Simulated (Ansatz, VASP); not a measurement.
**BaPbO3 in two plane-wave programs**

Wanted: the spread between two codes on one cell, functional and k mesh. The cell is taken from a series of runs on this material, whose earlier steps may have relaxed, scaled, displaced or heated it; both programs get it as it stands.

Method: plane waves, with VASP 6.6.1 beside it; zone-centre phonons at PBEsol, in Ansatz 0.2.0.

### Step 1. Starting point

Symmetry: Pm-3m, No. 221, cubic system. The conventional cell has a = 4.281 Å, b = 4.281 Å, c = 4.281 Å, α = 90.00°, β = 90.00°, γ = 90.00°. Nearest to Ba lie 12 O at 3.03 Å. Nearest to Pb lie 6 O at 2.14 Å. Nearest to O lie 2 Pb at 2.14 Å and 4 Ba at 3.03 Å. Farther neighbours and most contacts between anions are not listed.

### Step 2. VASP: zone-centre phonons, PBEsol

Second derivatives magnify differences that forces hide, and they need a tight electronic threshold.

Lines of VASP's logs that name or quote its potential files are left out, and so is its time.

The input, INCAR:

```
SYSTEM = BaPbO3
PREC = Accurate
ENCUT = 600
EDIFF = 1E-08
NELM = 120
ISMEAR = 1
SIGMA = 0.2
LREAL = .FALSE.
ALGO = Normal
GGA = PS
NBANDS = 27
LORBIT = 11
LWAVE = .FALSE.
LCHARG = .FALSE.
ISIF = 2
IBRION = 8
LASPH = .TRUE.
GGA_COMPAT = .FALSE.
KPAR = 2
```

The input, POSCAR:

```
BaPbO3
1.0
    4.2810684894      0.0000000000      0.0000000000
    0.0000000000      4.2810684894      0.0000000000
    0.0000000000      0.0000000000      4.2810684894
Ba Pb O
1 1 3
Direct
    0.5000000000      0.5000000000      0.5000000000
    0.0000000000      0.0000000000      0.0000000000
    0.0000000000      0.5000000000      0.0000000000
    0.0000000000      0.0000000000      0.5000000000
    0.5000000000      0.0000000000      0.0000000000
```

The input, KPOINTS:

```
Automatic mesh
0
Gamma
8 8 8
0 0 0
```

Potentials, in the order of the species: Ba_sv, Pb_d and O (PBE family, release 64).

Started as:

```
$ mpirun -np 2 vasp_std
```

Numbers of over 12 decimals in the logs are rounded to 6 here.

What it wrote:

```text
[banner, memory and clock lines left out]
running    2 mpi-ranks, on    1 nodes
 distrk:  each k-point on    1 cores,    2 groups
 distr:  one band on    1 cores,    1 groups

 POSCAR found type information on POSCAR BaPbO
 POSCAR found :  3 types and       5 ions
|                                                                             |
|               ----> ADVICE to this user running VASP <----                  |
|                                                                             |
|     You enforced a specific xc type in the INCAR file but a different       |
|     [... a line on the potential file left out ...]
|     I HOPE YOU KNOW WHAT YOU ARE DOING!                                     |
|                                                                             |

 LDA part: xc-table for (Slater+PW92), standard interpolation
 POSCAR, INCAR and KPOINTS ok, starting setup
 FFT: planning ... GRIDC
 FFT: planning ... GRID_SOFT
 FFT: planning ... GRID
 WAVECAR not read
 entering main loop
       N       E                     dE             d eps       ncg     rms          rms(c)
DAV:   1     0.491804014479E+03    0.49180E+03   -0.23139E+04  1890   0.187E+03
DAV:   2     0.224574011009E+02   -0.46935E+03   -0.45072E+03  2116   0.467E+02
DAV:   3    -0.320022608403E+02   -0.54460E+02   -0.52227E+02  2409   0.165E+02
DAV:   4    -0.344603537674E+02   -0.24581E+01   -0.24505E+01  2808   0.322E+01
DAV:   5    -0.345074299041E+02   -0.47076E-01   -0.47045E-01  2501   0.385E+00    0.118E+01
DAV:   6    -0.305229992573E+02    0.39844E+01   -0.21132E+01  2808   0.474E+01    0.534E+00
DAV:   7    -0.304509883034E+02    0.72011E-01   -0.13563E+00  2238   0.807E+00    0.268E+00
DAV:   8    -0.304021170031E+02    0.48871E-01   -0.27324E-01  2487   0.374E+00    0.661E-01
DAV:   9    -0.303925394754E+02    0.95775E-02   -0.46877E-02  2927   0.209E+00    0.187E-01
DAV:  10    -0.303931811803E+02   -0.64170E-03   -0.44511E-03  2925   0.730E-01    0.490E-02
DAV:  11    -0.303931949916E+02   -0.13811E-04   -0.63367E-04  3097   0.317E-01    0.285E-02
DAV:  12    -0.303931893833E+02    0.56083E-05   -0.75320E-05  2784   0.744E-02    0.128E-02
DAV:  13    -0.303931887599E+02    0.62336E-06   -0.76069E-06  2416   0.178E-02    0.234E-03
DAV:  14    -0.303931883288E+02    0.43116E-06   -0.59106E-07  2749   0.121E-02    0.127E-03
DAV:  15    -0.303931883391E+02   -0.10364E-07   -0.68687E-08  2820   0.375E-03    0.735E-04
DAV:  16    -0.303931883749E+02   -0.35747E-07   -0.11692E-08  1304   0.136E-03    0.142E-04
DAV:  17    -0.303931883937E+02   -0.18804E-07   -0.10109E-08  1232   0.749E-04    0.913E-05
DAV:  18    -0.303931883878E+02    0.58508E-08   -0.20872E-09  1209   0.495E-04
   1 F= -.30393188E+02 E0= -.30396744E+02  d E =0.106665E-01
 Linear response reoptimize wavefunctions to high precision
DAV:   1    -0.303931883889E+02   -0.10259E-08   -0.64597E-10  1224   0.253E-04
DAV:   2    -0.303931883890E+02   -0.86402E-10   -0.35300E-10  1194   0.155E-04
 Linear response DOF=           4
 Linear response progress:
  Degree of freedom:   1/  4
       N       E                     dE             d eps       ncg     rms          rms(c)
RMM:   1    -0.197732046875E+00   -0.19773E+00    0.12908E-01  8405   0.155E+00
RMM:   2    -0.204804726441E+00   -0.70727E-02   -0.35115E-02  7602   0.473E-01    0.844E-02
RMM:   3    -0.205438671147E+00   -0.63394E-03   -0.10419E-03  7502   0.154E-01    0.536E-02
RMM:   4    -0.205757040153E+00   -0.31837E-03   -0.31689E-04  7590   0.840E-02    0.104E-02
RMM:   5    -0.205852977284E+00   -0.95937E-04   -0.55015E-05  8043   0.303E-02    0.616E-03
RMM:   6    -0.205926961328E+00   -0.73984E-04   -0.10134E-05  7941   0.117E-02    0.105E-03
RMM:   7    -0.205928330415E+00   -0.13691E-05   -0.33046E-06  8230   0.507E-03    0.695E-04
RMM:   8    -0.205927128008E+00    0.12024E-05   -0.13438E-06  8473   0.244E-03    0.588E-04
RMM:   9    -0.205932006054E+00   -0.48780E-05   -0.49354E-07  8295   0.147E-03    0.902E-05
RMM:  10    -0.205931614427E+00    0.39163E-06   -0.30329E-07  8381   0.811E-04    0.874E-05
RMM:  11    -0.205931989411E+00   -0.37498E-06   -0.19776E-07  8404   0.540E-04    0.577E-05
RMM:  12    -0.205932239490E+00   -0.25008E-06   -0.45977E-08  8645   0.381E-04    0.389E-05
RMM:  13    -0.205932492106E+00   -0.25262E-06   -0.15213E-07  8294   0.301E-04    0.130E-05
RMM:  14    -0.205932563576E+00   -0.71470E-07   -0.66493E-08  8531   0.236E-04    0.793E-06
RMM:  15    -0.205932637148E+00   -0.73571E-07   -0.74806E-08  8590   0.189E-04    0.362E-06
RMM:  16    -0.205932698974E+00   -0.61827E-07   -0.31578E-09  8567   0.162E-04    0.281E-06
RMM:  17    -0.205932693327E+00    0.56478E-08   -0.46902E-08  8038   0.129E-04    0.270E-06
 first order change of Fermi-energy  -0.39247E-03
 force on displaced ion       1 direction 1 :  -2.442   0.000  -0.000
 Linear response progress:
  Degree of freedom:   2/  4
       N       E                     dE             d eps       ncg     rms          rms(c)
RMM:   1    -0.332343258234E+00   -0.33234E+00    0.27410E-01  5878   0.612E+00
RMM:   2    -0.330970430366E+00    0.13728E-02   -0.27257E-02  6117   0.134E+00    0.939E-02
RMM:   3    -0.331405624370E+00   -0.43519E-03   -0.23823E-03  7088   0.362E-01    0.534E-02
RMM:   4    -0.330955068799E+00    0.45056E-03   -0.46839E-04  7490   0.131E-01    0.126E-02
RMM:   5    -0.330879626854E+00    0.75442E-04   -0.61290E-05  7847   0.456E-02    0.608E-03
RMM:   6    -0.330918181104E+00   -0.38554E-04   -0.76246E-06  7544   0.151E-02    0.180E-03
RMM:   7    -0.330932150464E+00   -0.13969E-04   -0.15719E-06  7869   0.592E-03    0.575E-04
RMM:   8    -0.330937199367E+00   -0.50489E-05   -0.42601E-07  8040   0.253E-03    0.236E-04
RMM:   9    -0.330941031827E+00   -0.38325E-05   -0.14991E-07  8042   0.121E-03    0.658E-05
RMM:  10    -0.330942438977E+00   -0.14072E-05   -0.65408E-08  8221   0.623E-04    0.253E-05
RMM:  11    -0.330942485005E+00   -0.46028E-07   -0.75139E-08  8355   0.343E-04    0.873E-06
RMM:  12    -0.330942442610E+00    0.42395E-07    0.18154E-08  8537   0.209E-04    0.599E-06
RMM:  13    -0.330942548934E+00   -0.10632E-06   -0.11858E-08  8502   0.139E-04    0.185E-06
RMM:  14    -0.330942542673E+00    0.62607E-08   -0.32583E-08  8669   0.103E-04    0.924E-07
 first order change of Fermi-energy   0.27487E-03
 force on displaced ion       2 direction 1 : -15.769  -0.000   0.000
 Linear response progress:
  Degree of freedom:   3/  4
       N       E                     dE             d eps       ncg     rms          rms(c)
RMM:   1    -0.372600719416E+00   -0.37260E+00    0.25125E-01 13255   0.271E+00
RMM:   2    -0.368252721494E+00    0.43480E-02   -0.15794E-02 11074   0.748E-01    0.124E-01
RMM:   3    -0.369381942791E+00   -0.11292E-02   -0.25738E-03 11705   0.271E-01    0.742E-02
RMM:   4    -0.371071557792E+00   -0.16896E-02   -0.80725E-04 11671   0.135E-01    0.139E-02
RMM:   5    -0.370802017195E+00    0.26954E-03   -0.14311E-04 12499   0.536E-02    0.656E-03
RMM:   6    -0.370883784676E+00   -0.81767E-04   -0.43185E-05 13640   0.220E-02    0.156E-03
RMM:   7    -0.370883862467E+00   -0.77791E-07   -0.11079E-05 14405   0.888E-03    0.111E-03
RMM:   8    -0.370889966994E+00   -0.61045E-05   -0.38684E-06 13587   0.463E-03    0.294E-04
RMM:   9    -0.370891437212E+00   -0.14702E-05   -0.62475E-07 14602   0.224E-03    0.196E-04
RMM:  10    -0.370893950548E+00   -0.25133E-05   -0.58401E-07 13899   0.133E-03    0.947E-05
RMM:  11    -0.370893282848E+00    0.66770E-06   -0.56859E-08 14282   0.846E-04    0.307E-05
RMM:  12    -0.370893327704E+00   -0.44856E-07   -0.68862E-07 14787   0.586E-04    0.248E-05
RMM:  13    -0.370893245205E+00    0.82500E-07    0.56696E-07 14013   0.435E-04    0.125E-05
RMM:  14    -0.370893461875E+00   -0.21667E-06   -0.97590E-07 14192   0.330E-04    0.636E-06
RMM:  15    -0.370893478734E+00   -0.16860E-07    0.63886E-07 14607   0.262E-04    0.698E-06
RMM:  16    -0.370893465439E+00    0.13296E-07   -0.47959E-07 13325   0.207E-04    0.910E-06
RMM:  17    -0.370893440315E+00    0.25124E-07    0.46427E-07 13813   0.175E-04    0.161E-05
RMM:  18    -0.370893424918E+00    0.15397E-07   -0.27319E-07 13931   0.141E-04    0.130E-05
RMM:  19    -0.370893408535E+00    0.16383E-07    0.25968E-07 14197   0.122E-04    0.123E-05
RMM:  20    -0.370893375628E+00    0.32907E-07   -0.17605E-08 14603   0.100E-04    0.115E-05
RMM:  21    -0.370893366835E+00    0.87930E-08    0.16535E-07 13746   0.872E-05    0.128E-05
 first order change of Fermi-energy  -0.20158E-04
 force on displaced ion       3 direction 1 :  -0.771   0.000   0.000
 Linear response progress:
  Degree of freedom:   4/  4
       N       E                     dE             d eps       ncg     rms          rms(c)
RMM:   1    -0.381228854996E+00   -0.38123E+00    0.23455E-01  8071   0.319E+00
RMM:   2    -0.362234469728E+00    0.18994E-01   -0.18847E-02  6681   0.881E-01    0.169E-01
RMM:   3    -0.363683035117E+00   -0.14486E-02   -0.36275E-03  6830   0.343E-01    0.935E-02
RMM:   4    -0.365164692546E+00   -0.14817E-02   -0.11166E-03  6696   0.176E-01    0.215E-02
RMM:   5    -0.364816193454E+00    0.34850E-03   -0.15590E-04  7128   0.765E-02    0.100E-02
RMM:   6    -0.364972398346E+00   -0.15620E-03   -0.32735E-05  7471   0.292E-02    0.164E-03
RMM:   7    -0.364977544014E+00   -0.51457E-05   -0.56803E-06  8133   0.104E-02    0.118E-03
RMM:   8    -0.364979057086E+00   -0.15131E-05   -0.10013E-06  7865   0.446E-03    0.313E-04
RMM:   9    -0.364979341584E+00   -0.28450E-06   -0.43584E-07  8145   0.176E-03    0.150E-04
RMM:  10    -0.364982236643E+00   -0.28951E-05   -0.61725E-08  8252   0.743E-04    0.482E-05
RMM:  11    -0.364981705558E+00    0.53108E-06   -0.84673E-08  8551   0.387E-04    0.102E-05
RMM:  12    -0.364981836949E+00   -0.13139E-06    0.18541E-08  8447   0.201E-04    0.773E-06
RMM:  13    -0.364981742097E+00    0.94852E-07   -0.16057E-07  8480   0.133E-04    0.500E-06
RMM:  14    -0.364981777773E+00   -0.35676E-07    0.14356E-07  8614   0.964E-05    0.173E-06
RMM:  15    -0.364981766422E+00    0.11351E-07   -0.58616E-08  8338   0.763E-05    0.130E-06
RMM:  16    -0.364981779767E+00   -0.13345E-07    0.68030E-08  7708   0.642E-05    0.541E-07
RMM:  17    -0.364981774713E+00    0.50542E-08   -0.64660E-08  7186   0.563E-05    0.779E-07
 first order change of Fermi-energy  -0.65523E-03
 force on displaced ion       3 direction 2 :  -0.000 -17.903   0.000
 Linear response finished
```

(Part 1 of 2 ends here.)

[Lines on the potential files, build, host, timing and source positions are cut from VASP's logs without a mark.]

[Logs are printed without paths, hosts, clocks, repeated set-up lines and the standing remarks that a program may print on its own settings, such as how far it seeks lower states.]

[Hosts, paths, dates, database ids (printed as entryN), source tags and the programs' standing remarks are cut or masked in the printed files.]
